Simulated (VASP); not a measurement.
Method: RPBE GGA, VASP's PBE PAW potentials (set 64) (plane waves; VASP).

A VASP calculation is set up with these files.

### INCAR
```
EDIFF=1E-7   # SCF stop (eV)
ISMEAR=-5
LORBIT=11
GGA=RP   # RPBE
ISIF=2   # forces and stress, cell fixed
ENCUT=520
NEDOS=601
LWAVE=.FALSE.
PREC=Accurate
LEFG=.TRUE.
SYSTEM=Ga
LMAXMIX=4
LREAL=.FALSE.   # projection in real space or not
NELM=100
ALGO=Normal
LCHARG=.TRUE.
LASPH=.TRUE.   # aspherical one-centre terms
```

### KPOINTS
```
Automatic mesh
0
Gamma
9 9 7
0 0 0
```

POSCAR:
```
Ga
1
    2.2872761061    -3.9436121107     0.0000000000
    2.2872761061     3.9436121107    -0.0000000000
    0.0000000000     0.0000000000     4.6884276961
Ga
4
Direct
  0.1555877866   0.8444122134   0.9195688802
  0.3444122134   0.6555877866   0.4195688802
  0.6555877866   0.3444122134   0.5804311198
  0.8444122134   0.1555877866   0.0804311198
```

POTCAR, in this order: Ga_d (PBE.64 set). Program: vasp_std.

What VASP printed:

File OSZICAR:
```
       N       E                     dE             d eps       ncg     rms          rms(c)
DAV:   1     0.355475906190E+03    0.35548E+03   -0.26347E+04  6235   0.309E+03
DAV:   2     0.309670404857E+02   -0.32451E+03   -0.31973E+03  6333   0.567E+02
DAV:   3    -0.905226911922E+01   -0.40019E+02   -0.39749E+02  7159   0.153E+02
DAV:   4    -0.102025919860E+02   -0.11503E+01   -0.11491E+01  6829   0.297E+01
DAV:   5    -0.102273327132E+02   -0.24741E-01   -0.24803E-01  7439   0.449E+00    0.225E+00
DAV:   6    -0.101924903610E+02    0.34842E-01   -0.15900E-01  7330   0.542E+00    0.129E+00
DAV:   7    -0.101923360434E+02    0.15432E-03   -0.54567E-02  8238   0.266E+00    0.291E-01
DAV:   8    -0.101926263075E+02   -0.29026E-03   -0.12470E-02  6809   0.127E+00    0.473E-02
DAV:   9    -0.101928603553E+02   -0.23405E-03   -0.10921E-03  7006   0.343E-01    0.227E-02
DAV:  10    -0.101928748304E+02   -0.14475E-04   -0.24445E-04  7189   0.163E-01    0.583E-03
DAV:  11    -0.101928764286E+02   -0.15982E-05   -0.37822E-05  7134   0.741E-02    0.354E-03
DAV:  12    -0.101928737953E+02    0.26333E-05   -0.72035E-06  7253   0.269E-02    0.535E-04
DAV:  13    -0.101928738895E+02   -0.94216E-07   -0.77874E-07  7876   0.704E-03
   1 F= -.10192874E+02 E0= -.10192874E+02  d E =0.000000E+00
```

**OUTCAR**
```
------------------------ aborting loop because EDIFF is reached ----------------------------------------
  FORCE on cell =-STRESS in cart. coord.  units (eV):
  Direction    XX          YY          ZZ          XY          YZ          ZX
  --------------------------------------------------------------------------------------
  Total        0.0774612      0.0258147     -0.0284338      0.0000000      0.0000000      0.0000000
  in kB        1.4673200      0.4889983     -0.5386109      0.0000000      0.0000000      0.0000000
  external PRESSURE =       0.4725691 kB  Pullay stress =       0.0000000 kB
  volume of cell :       84.58
      direct lattice vectors                 reciprocal lattice vectors
     2.287276106 -3.943612111  0.000000000     0.218600631 -0.126787317  0.000000000
     2.287276106  3.943612111  0.000000000     0.218600631  0.126787317  0.000000000
     0.000000000  0.000000000  4.688427696     0.000000000  0.000000000  0.213291121
 POSITION                                       TOTAL-FORCE (eV/Angst)
 -----------------------------------------------------------------------------------
      2.28728      2.71646      4.31133         0.000000     -0.002377     -0.005321
      2.28728      1.22716      1.96712         0.000000      0.002377     -0.005321
      2.28728     -1.22716      2.72131         0.000000     -0.002377      0.005321
      2.28728     -2.71646      0.37710         0.000000      0.002377      0.005321
 -----------------------------------------------------------------------------------
    total drift:                                0.000000     -0.000000      0.000000
  FREE ENERGIE OF THE ION-ELECTRON SYSTEM (eV)
  ---------------------------------------------------
  free  energy   TOTEN  =       -10.1928738895 eV

  energy  without entropy=      -10.1928738895  energy(sigma->0) =      -10.19287389

 total charge

# of ion       s       p       d       tot
------------------------------------------
    1        0.962   0.654   9.949  11.565
    2        0.962   0.654   9.949  11.565
    3        0.962   0.654   9.949  11.565
    4        0.962   0.654   9.949  11.565
--------------------------------------------------
tot          3.849   2.618  39.795  46.261

 Electric field gradients after diagonalization (V/A^2)
 (convention: |V_zz| > |V_xx| > |V_yy|)
----------------------------------------------------------------------
 ion       V_xx      V_yy      V_zz     asymmetry (V_yy - V_xx)/ V_zz
----------------------------------------------------------------------
   1      17.736    17.255   -34.991       0.014
   2      17.736    17.255   -34.991       0.014
   3      17.736    17.255   -34.991       0.014
   4      17.736    17.255   -34.991       0.014
```
(Selected blocks of OUTCAR.)

For a metal the tetrahedron method with Blöchl corrections gives inexact stress and forces.

The compound is Ga in the alpha structure. It was relaxed first, which changed the volume by +8 %.
